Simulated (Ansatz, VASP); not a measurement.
# TlGa in two plane-wave programs

Wanted: the spread between two codes on one cell, functional and k mesh. The cell is invented: other elements were put on sites of a known structure type. It may not be a known or stable phase. The cell is taken from a series of VASP runs on this material, whose earlier steps may have relaxed, scaled or displaced it; both programs get it as it stands.

Method: plane waves, with VASP 6.6.1 beside it; single point at PBE and single point at r2SCAN, in Ansatz 0.2.0.

## (1) Set-up

It takes space group P-6m2 (No. 187, hexagonal). Conventional cell: a = 3.385 Å, b = 3.385 Å, c = 5.184 Å, α = 90.00°, β = 90.00°, γ = 120.00°. Tl has 6 Ga at 3.25 Å and 6 Tl at 3.39 Å nearest. Ga has 6 Tl at 3.25 Å nearest. Farther neighbours are not listed.

Coordinates:

```xyz
2
Lattice="3.3853 0.0000 0.0000 -1.6926 2.9317 0.0000 0.0000 0.0000 5.1841" Properties=species:S:1:pos:R:3 pbc="T T T"
Tl    0.0000    1.9545    2.5920
Ga    0.0000    0.0000    0.0000
```

## (2) VASP: single point, PBE

With cell and atoms fixed, the geometry can't cause a difference; cores, projectors, grids and the points listed under the comparison can.

Lines of VASP's logs that name or quote its potential files are left out, and so is its time.

File INCAR:

```
SYSTEM = TlGa
PREC = Accurate
ENCUT = 400
EDIFF = 1E-06
NELM = 100
ISMEAR = -1
SIGMA = 0.05
LREAL = .FALSE.
ALGO = Normal
GGA = PE
NBANDS = 19
LORBIT = 11
LWAVE = .FALSE.
LCHARG = .FALSE.
ISIF = 2
```

File POSCAR:

```
TlGa
1.0
    3.3852840787      0.0000000000      0.0000000000
   -1.6926420394      2.9317420131      0.0000000000
    0.0000000000      0.0000000000      5.1840886489
Tl Ga
1 1
Direct
    0.3333333300      0.6666666700      0.5000000000
    0.0000000000      0.0000000000      0.0000000000
```

File KPOINTS:

```
Automatic mesh
0
Gamma
8 8 5
0 0 0
```

PAW data sets: Tl_d and Ga_d (PBE family, release 64).

Started as:

```bash
> mpirun -np 1 vasp_std
```

Numbers of over 12 decimals in the logs are rounded to 6 here.

The program printed:

```text
[banner, memory and clock lines left out]
running    1 mpi-ranks, on    1 nodes
 distrk:  each k-point on    1 cores,    1 groups
 distr:  one band on    1 cores,    1 groups

 POSCAR found type information on POSCAR TlGa
 POSCAR found :  2 types and       2 ions
 LDA part: xc-table for (Slater+PW92), standard interpolation
 POSCAR, INCAR and KPOINTS ok, starting setup
 FFT: planning ... GRIDC
 FFT: planning ... GRID_SOFT
 FFT: planning ... GRID
 WAVECAR not read
 entering main loop
       N       E                     dE             d eps       ncg     rms          rms(c)
DAV:   1     0.133634350388E+03    0.13363E+03   -0.12058E+04  1202   0.169E+03
DAV:   2     0.307187301946E+01   -0.13056E+03   -0.12742E+03  1168   0.337E+02
DAV:   3    -0.475359987187E+01   -0.78255E+01   -0.77765E+01  1318   0.766E+01
DAV:   4    -0.487234156655E+01   -0.11874E+00   -0.11869E+00  1288   0.959E+00
DAV:   5    -0.487495975201E+01   -0.26182E-02   -0.26180E-02  1291   0.140E+00    0.276E+00
DAV:   6    -0.483321704048E+01    0.41743E-01   -0.82015E-02  1304   0.268E+00    0.194E+00
DAV:   7    -0.482561685854E+01    0.76002E-02   -0.29727E-02  1298   0.151E+00    0.646E-01
DAV:   8    -0.482494538319E+01    0.67148E-03   -0.29677E-03  1271   0.545E-01    0.399E-02
DAV:   9    -0.482495216173E+01   -0.67785E-05   -0.10205E-04  1247   0.794E-02    0.121E-02
DAV:  10    -0.482495566073E+01   -0.34990E-05   -0.64182E-06  1269   0.221E-02    0.347E-03
DAV:  11    -0.482495636878E+01   -0.70805E-06   -0.55626E-07   710   0.711E-03
   1 F= -.48249564E+01 E0= -.48182335E+01  d E =-.134457E-01
```

From OUTCAR (step 2):

```text
ion  position               nearest neighbor table
   1  0.333  0.667  0.500-   2 3.25   2 3.25   2 3.25   2 3.25   2 3.25   2 3.25
   2  0.000  0.000  0.000-   1 3.25   1 3.25   1 3.25   1 3.25   1 3.25   1 3.25

  LATTYP: Found a hexagonal cell.
 ALAT       =     3.3852840787
 C/A-ratio  =     1.5313600065

 Subroutine GETGRP returns: Found 12 space group operations
 (whereof 12 operations were pure point group operations)

The static configuration has the point symmetry D_3h.

 Found     30 irreducible k-points:

   k-points           NKPTS =     30   k-points in BZ     NKDIM =     30   number of bands    NBANDS=     19

   dimension x,y,z NGX =    24 NGY =   24 NGZ =   36
   dimension x,y,z NGXF=    48 NGYF=   48 NGZF=   72

   ENCUT  =  400.0 eV  29.40 Ry    5.42 a.u.   5.52  5.52  8.45*2*pi/ulx,y,z

   NELECT =      26.0000    total number of electrons

 k-points in reciprocal lattice and weights: Automatic mesh
   0.00000000  0.00000000  0.00000000       0.003
   0.12500000  0.00000000  0.00000000       0.019
   0.25000000  0.00000000  0.00000000       0.019
   0.37500000  0.00000000  0.00000000       0.019
   0.50000000  0.00000000  0.00000000       0.009
   0.12500000  0.12500000  0.00000000       0.019
   0.25000000  0.12500000  0.00000000       0.038
   0.37500000  0.12500000  0.00000000       0.038
   0.25000000  0.25000000  0.00000000       0.019
[...]
0.25000000  0.25000000  0.40000000       0.038
   0.37500000  0.25000000  0.40000000       0.038

 average (electrostatic) potential at core
       1 -84.1838       2 -65.0169

 E-fermi :   5.4436

 k-point     1 :       0.0000    0.0000    0.0000
  band No.  band energies     occupation
    ...
      9      -5.7940      2.00000
     10      -5.7940      2.00000
     11      -4.5321      2.00000
     12       1.0891      2.00000
     13       2.6339      2.00000
     14      12.4269      0.00000
     15      12.4269      0.00000
     16      15.0925      0.00000
     17      15.0925      0.00000
     18      15.3106      0.00000
    ...

 k-point     2 :       0.1250    0.0000    0.0000
  band No.  band energies     occupation
    ...
      9      -5.8539      2.00000
     10      -5.8044      2.00000
     11      -4.2417      2.00000
     12       1.2938      2.00000
     13       2.9845      2.00000
     14      10.1013      0.00000
     15      11.5114      0.00000
     16      13.5386      0.00000
     17      15.5914      0.00000
     18      15.6973      0.00000
    ...

 k-point     3 :       0.2500    0.0000    0.0000
  band No.  band energies     occupation
    ...
      9      -5.8759      2.00000
     10      -5.8293      2.00000
     11      -3.3420      2.00000
     12       1.8807      2.00000
     13       3.9777      2.00000
     14       6.8313      0.00000
     15      10.2058      0.00000
     16      11.0337      0.00000
     17      13.1435      0.00000
     18      14.0589      0.00000
    ...

  Total        0.0033317      0.0033317      0.3957747     -0.0000000     -0.0000000     -0.0000000
  in kB        0.1037483      0.1037483     12.3243858     -0.0000000     -0.0000000     -0.0000000
  external PRESSURE =       4.1772941 kB  Pullay stress =       0.0000000 kB

  energy-cutoff  :      400.00
  volume of cell :       51.45
      direct lattice vectors                 reciprocal lattice vectors
     3.385284079  0.000000000  0.000000000     0.295396184  0.170547066  0.000000000
    -1.692642039  2.931742013  0.000000000     0.000000000  0.341094133  0.000000000
     0.000000000  0.000000000  5.184088649     0.000000000  0.000000000  0.192897936

 POSITION                                       TOTAL-FORCE (eV/Angst)
 -----------------------------------------------------------------------------------
     -0.00000      1.95449      2.59204         0.000000      0.000000      0.000000
      0.00000      0.00000      0.00000        -0.000000     -0.000000      0.000000
 -----------------------------------------------------------------------------------
    total drift:                                0.000010     -0.000006     -0.000000

  FREE ENERGIE OF THE ION-ELECTRON SYSTEM (eV)
  ---------------------------------------------------
  free  energy   TOTEN  =        -4.8249563688 eV

  energy  without entropy=       -4.8115106190  energy(sigma->0) =       -4.81823349

 total charge
# of ion       s       p       d       tot
------------------------------------------
    1        1.175   0.413   9.640  11.228
    2        1.097   0.407   9.931  11.435
--------------------------------------------------
tot          2.271   0.820  19.571  22.663

[... 3 further parts left out ...]
```

The run ends at a pressure of 0.42 GPa.

## (3) Ansatz: single point, PBE

Ansatz runs on its default PAW (the set named soft_2) files.

The same cell, functional, mesh and smearing now go to Ansatz, which takes its cutoff from its data sets.

File input.yaml:

```yaml
crystal:
  lattice:
    - [3.3852840787, 0.0, 0.0]
    - [-1.6926420394, 2.9317420131, 0.0]
    - [0.0, 0.0, 5.1840886489]
  atoms:
    - { symbol: Tl, position: [0.33333333, 0.66666667, 0.5] }
    - { symbol: Ga, position: [0.0, 0.0, 0.0] }
hamiltonian:
  xc: pbe
  pseudopotentials: { kind: paw }
kpoints:
  mp_grid: { grid: [8, 8, 5] }
scf:
  occupations: { method: fermi_dirac, width: 0.05 }
  n_extra_bands: 4
output:
  forces: true
  stress: true
  eigenvalues: true
```

Started as:

```bash
> ansatz run input.yaml --threads 2 --pin off --max-ram 4608MiB --backend cpu --events-out ev --progress --plain --runs-dir out
```

The program printed:

```text
scf.n_extra_bands = 4 over 13 filled bands (N_el = 26.0): the run solves 17 bands
Engine: ansatz 0.2.0, aarch64-unknown-linux-gnu
Pseudopotentials: kind: paw
Pseudopotential: Tl, paw, valence charge 13, recommended cutoff 420 eV (normal), Tl.paw.azcp
Pseudopotential: Ga, paw, valence charge 13, recommended cutoff 420 eV (normal), Ga.paw.azcp
Functional definition: PBE
  parameter kappa = 0.804
  parameter beta = 0.066725
  exchange = pbe_x(kappa = kappa, mu = beta*pi^2/3)
  correlation = pbe_c(beta = beta)
Crystal: 2 atoms, lattice volume = 51.451 Å³
Basis set: ecut = 420 eV, 1013 PW (Γ), exchange–correlation on 48×48×72 points (8 copies of the dense FFT grid, shifted against one another)
Bands: 17, of which v1, the nominal top of the filled ones, is band 13 counted from 1 (12 counted from 0)
Symmetry: 12 space group operations
Space group: P-6m2 (ITA 187), of the structure as read, at distance tolerance 3.7e-5 Å
k-points: 30 of 320 (time reversal used)
Non-local potential: Tl, projectors of the file, l = 0: 2, l = 1: 2, l = 2: 2, l = 3: 1
Non-local potential: Ga, projectors of the file, l = 0: 2, l = 1: 2, l = 2: 3, l = 3: 1
PAW form: soft (Blöchl's): semilocal exchange-correlation on the pseudo side does not see the compensation charge
PAW one-centre angular grid: Tl, 590 points (default); XC on 64 Gauss nodes
PAW one-centre angular grid: Ga, 590 points (default); XC on 64 Gauss nodes
Initial density: superposition of atomic densities (neutral atoms: chi_scale 0, normalization atom), corrected by the library's trained network
Initial wavefunctions: pseudopotential atomic-orbital guess
Functional: x = pbe(κ = 0.804, μ = 0.219515), c = pbe(β = 0.066725)
SCF iter   1: F=—  HF=-15226.862629 eV  |F-HF|=—  |Δ(HF+E_count)|=         —  Δρ=9.36e-4  dr2=3.98e-4  ethr=1.77e-3  ⟨swp⟩=6.1  Hψ=2598  notcnv=0
preconditioner: auto → Kerker (q_TF=auto, 2.435 Å⁻¹)  [metal: Δε(μ)=0.025 eV  Ē_g=14.890 eV  σ=0.050 eV  W_gap=0.12  n_scr=10 (ndim 8)  ℏωp=26.4 eV  f_vac=0.000  D(μ)=1.73/eV (n_scr^D=22)]
SCF iter   2: F=—  HF=-15226.861523 eV  |F-HF|=—  |Δ(HF+E_count)|=   1.11e-3  Δρ=5.88e-4  dr2=1.96e-4  ethr=1.53e-6  ⟨swp⟩=3.0  Hψ=1267  notcnv=0
SCF iter   3: F=—  HF=-15226.861576 eV  |F-HF|=—  |Δ(HF+E_count)|=   5.36e-5  Δρ=2.32e-4  dr2=2.25e-5  ethr=7.53e-7  ⟨swp⟩=2.0  Hψ=899  notcnv=0
SCF iter   4: F=—  HF=-15226.861576 eV  |F-HF|=—  |Δ(HF+E_count)|=   5.28e-7  Δρ=8.94e-5  dr2=5.78e-6  ethr=8.64e-8  ⟨swp⟩=2.0  Hψ=876  notcnv=0
SCF iter   5: F=—  HF=-15226.861575 eV  |F-HF|=—  |Δ(HF+E_count)|=   4.19e-7  Δρ=5.43e-5  dr2=1.66e-6  ethr=2.22e-8  ⟨swp⟩=2.0  Hψ=892  notcnv=0
SCF iter   6: F=—  HF=-15226.861575 eV  |F-HF|=—  |Δ(HF+E_count)|=   2.43e-8  Δρ=1.59e-5  dr2=1.97e-7  ethr=6.38e-9  ⟨swp⟩=2.0  Hψ=664  notcnv=0
SCF iter   7: F=-15226.861575 eV  HF=-15226.861575 eV  |F-HF|=2.53e-10  |Δ(HF+E_count)|=   1.91e-9  Δρ=3.65e-6  dr2=6.54e-9  ethr=3.85e-10  ⟨swp⟩=4.4  Hψ=1685  notcnv=0
SCF 1 converged in 7 iterations: F = -15226.861575 eV  dr2 = 6.54e-9
  greatest PAW one-centre occupation: 0.995 electrons in one spin orbital (limit 2), on the Ga atom at site 1 (counted from 0), in its partial waves of l = 2
SCF converged after 7 iterations
Free energy (F): -15226.861575 eV
Harris-Foulkes:  -15226.861575 eV  (|F-HF|=2.53e-10)
Internal energy: -15226.848098 eV  (E = F + TS)
E sigma→0 (E₀):  -15226.854837 eV
Entropy (-TS):   -0.013478 eV (-6.739 meV/atom)
Fermi energy:    9.108700 eV
--- Per-component energies (eV) ---
  E_band       = -50.997813
  E_kinetic    = 447.293295
  E_local      = -2808.735617  (includes V_loc(G=0)·N_el)
  E_nonlocal   = 738.235867
  E_hartree    = 1223.981614
  E_xc         = -299.721509
  E_vxc        = -199.614511  (∫ρ·V_xc dr)
  E_paw        = -12148.353915  (= ΣΔE_a)
  E_vpaw       = -676.141014  (= ΣTr[D̂ρ^β])
  E_aug_tail   = -0.000090  (compensation charges beyond the density's cutoff)
  E_ewald      = -2379.547743
  E_smearing   = -0.013478  (= −TS)
  E_closure    = 0.000000  (closes the sum)
  Σ components = -15226.861575   (vs F -15226.861575, Δ=0.00e0)
--- Forces (eV/Å), atoms counted from 1 ---
  atom   1  Tl     0.00000000     0.00000000     0.00000000
  atom   2  Ga    -0.00000000     0.00000000     0.00000000
  max |Σ_I F_I| component: 1.04e-17 eV/Å
--- Stress (GPa, compression-positive) ---
        0.240353      -0.000000       0.000000
       -0.000000       0.240353       0.000000
        0.000000       0.000000       1.447939
  P = ⅓ Tr σ = 0.6429 GPa (6.429 kbar)
--- Band table (eV; the first three rows and the last of 30) ---
  k-point 0: bands = [... 9 lower, -2.1368, -0.8639, 4.7584, 6.2967, 16.0898, 16.0898, 18.7492, 18.7492]
  k-point 1: bands = [... 9 lower, -2.1383, -0.6289, 3.1779, 8.3372, 16.2074, 16.2074, 18.1983, 18.7419]
  k-point 2: bands = [... 9 lower, -2.1406, 0.0402, 1.5447, 11.3825, 14.7948, 16.4210, 16.4210, 18.7337]
  k-point 29: bands = [... 9 lower, -2.1588, 4.7580, 5.4472, 7.4752, 8.0495, 9.3266, 10.4993, 15.8613]
```

The job ended after 2.3 s (2 threads of Arm Neoverse N1, shared host; peak memory 0.32 GiB; 4.1 s of CPU time).

The run ends at a pressure of 0.64 GPa.

## (4) Differences

Known differences besides the potentials themselves: the cutoff is 420 eV in Ansatz and 400 eV in VASP; VASP leaves aspherical gradient terms in its spheres out (LASPH is not set), Ansatz keeps them. Total energies have different zeros and are not compared.

The two programs side by side:

| quantity | Ansatz | VASP | difference |
| --- | --- | --- | --- |
| pressure (GPa) | 0.64 | 0.42 | +0.23 |

## (5) VASP: single point, r2SCAN

A single point gives forces, pressure and levels at one fixed geometry, so differences don't come from the geometry; what else differs is listed under the comparison.

File run.py:

```python
import numpy as np
from ase.calculators.vasp import Vasp
from ase import Atoms
from ase.dft.bandgap import bandgap

atoms = Atoms(['Tl', 'Ga'],
              cell=[[3.38528408, 0.0, 0.0], [-1.69264204, 2.93174201, -0.0], [0.0, -0.0, 5.18408865]],
              scaled_positions=[[0.33333333, 0.66666667, 0.5], [0.0, 0.0, 0.0]],
              pbc=True)

calc = Vasp(
    xc='r2scan',
    pp='PBE',
    prec='Accurate',
    encut=400,
    ediff=1e-06,
    nelm=100,
    ismear=1,
    sigma=0.2,
    lreal=False,
    algo='Normal',
    lasph=True,
    nbands=19,
    lorbit=11,
    lwave=False,
    lcharg=False,
    isif=2,
    pp_version='64',
    setups={'Tl': '_d', 'Ga': '_d'},
    kpts=(8, 8, 5),
    gamma=True,
    txt='vasp.out',
)
atoms.calc = calc

print("energy (eV):", round(atoms.get_potential_energy(), 6))
print("Fermi level (eV):", round(calc.get_fermi_level(), 4))
print("forces (eV/A):")
print(np.round(atoms.get_forces(), 4))
print("stress (GPa, Voigt, tension positive):", np.round(atoms.get_stress() * 160.21766, 3))
gap, p1, p2 = bandgap(calc, direct=False)
print("gap on the mesh (eV):", round(gap, 4))
```

Started as:

```bash
> export ASE_VASP_COMMAND="mpirun -np 1 vasp_std"
> python run.py
```

The program printed:

```text
energy (eV): -64.105414
Fermi level (eV): 5.3833
forces (eV/A):
[[ 0.  0.  0.]
 [-0.  0.  0.]]
stress (GPa, Voigt, tension positive): [ 1.26  1.26  0.14  0.   -0.   -0.  ]
gap on the mesh (eV): 0.0
```

The INCAR that ASE wrote:

```
ENCUT = 400.000000
SIGMA = 0.200000
EDIFF = 1.00e-06
ALGO = Normal
METAGGA = R2SCAN
PREC = Accurate
ISIF = 2
ISMEAR = 1
LORBIT = 11
NBANDS = 19
NELM = 100
LASPH = .TRUE.
LCHARG = .FALSE.
LWAVE = .FALSE.
LREAL = .FALSE.
```

Parts of OUTCAR (step 5):

```text
  Total       -0.4045418     -0.4045418     -0.0450686     -0.0000000      0.0000000      0.0000000
  in kB      -12.5973924    -12.5973924     -1.4034334     -0.0000000      0.0000000      0.0000000
  external PRESSURE =      -8.8660727 kB  Pullay stress =       0.0000000 kB

 POSITION                                       TOTAL-FORCE (eV/Angst)
 -----------------------------------------------------------------------------------
     -0.00000      1.95449      2.59204         0.000000      0.000000      0.000000
      0.00000      0.00000      0.00000        -0.000000      0.000000      0.000000
 -----------------------------------------------------------------------------------
    total drift:                                0.000010     -0.000006     -0.000000

  FREE ENERGIE OF THE ION-ELECTRON SYSTEM (eV)
  ---------------------------------------------------
  free  energy   TOTEN  =       -64.1070513479 eV

  energy  without entropy=      -64.1021389456  energy(sigma->0) =      -64.10541388

[... 1 part as in an earlier step ...]

[... 2 further parts left out ...]
[key lines of the parts left out:]
E-fermi :   5.3833
```

## (6) Ansatz: single point, r2SCAN

The same cell, functional, mesh and smearing now go to Ansatz, which takes its cutoff from its data sets.

input.yaml, the sections that differ from step 3:

```yaml
crystal:
  lattice:
    - [3.38528408, 0.0, 0.0]
    - [-1.69264204, 2.93174201, 0.0]
    - [0.0, 0.0, 5.18408865]
  atoms:
    - { symbol: Tl, position: [0.33333333, 0.66666667, 0.5] }
    - { symbol: Ga, position: [0.0, 0.0, 0.0] }
hamiltonian:
  xc: r2scan
  pseudopotentials: { kind: paw }
scf:
  occupations: { method: methfessel_paxton, width: 0.2 }
  n_extra_bands: 4
# kpoints, output: as in step 3
```

Started as:

```bash
> ansatz run input.yaml --threads 2 --pin off --max-ram 4608MiB --backend cpu --events-out ev --progress --plain --runs-dir out
```

The program printed:

```text
[...]
Crystal: 2 atoms, lattice volume = 51.451 Å³
Basis set: ecut = 500 eV, 1303 PW (Γ), exchange–correlation on 100×100×160 points (64 copies of the dense FFT grid, shifted against one another)
Bands: 17, of which v1, the nominal top of the filled ones, is band 13 counted from 1 (12 counted from 0)
Symmetry: 12 space group operations
[...]
--- Band table (eV; the first three rows and the last of 30) ---
  k-point 0: bands = [... 9 lower, -2.7781, -1.3877, 4.5135, 6.0860, 16.3018, 16.3018, 19.0710, 19.0710]
  k-point 1: bands = [... 9 lower, -2.7797, -1.1402, 2.8389, 8.2398, 16.4296, 16.4296, 18.5417, 19.0500]
  k-point 2: bands = [... 9 lower, -2.7822, -0.4283, 1.1115, 11.4304, 15.0040, 16.6644, 16.6644, 19.0094]
  k-point 29: bands = [... 9 lower, -2.7977, 4.4694, 5.2305, 7.3220, 7.9367, 9.2778, 10.5274, 16.0837]
[key lines of the parts left out:]
SCF converged after 7 iterations
Free energy (F): -15248.339632 eV
Fermi energy:    9.045278 eV
P = ⅓ Tr σ = -0.7323 GPa (-7.323 kbar)
```

Wall time 6 s (2 threads); peak memory 0.44 GiB.

The run ends at a pressure of -0.73 GPa.

## (7) Differences

What differs besides the data sets and the points named for the pairs above, as far as they apply: VASP keeps PBE cores, Ansatz makes them for the functional; the cutoff is 500 eV in Ansatz and 400 eV in VASP. Total energies have different zeros and are not compared.

Compared:

| quantity | Ansatz | VASP | difference |
| --- | --- | --- | --- |
| pressure (GPa) | -0.73 | -0.89 | +0.15 |

## (8) What came out

| Property | Result |
| --- | --- |
| difference in pressure (single point, PBE) | 0.23 GPa |
| difference in pressure (single point, r2SCAN) | 0.15 GPa |

**Reading.** The difference in pressure is 0.23 GPa (single point, PBE), within the 1 GPa picked in this series as the mark of a large difference. Such differences can come from data sets, numerical settings and the points named under the comparisons, not from the functional's error against experiment.

[Lines on the potential files, build, host, timing and source positions are cut from VASP's logs without a mark.]

[Logs are printed without paths, hosts, clocks, repeated set-up lines and the standing remarks that a program may print on its own settings, such as how far it seeks lower states.]

[Hosts, paths, dates, database ids (printed as entryN), source tags and the programs' standing remarks are cut or masked in the printed files.]
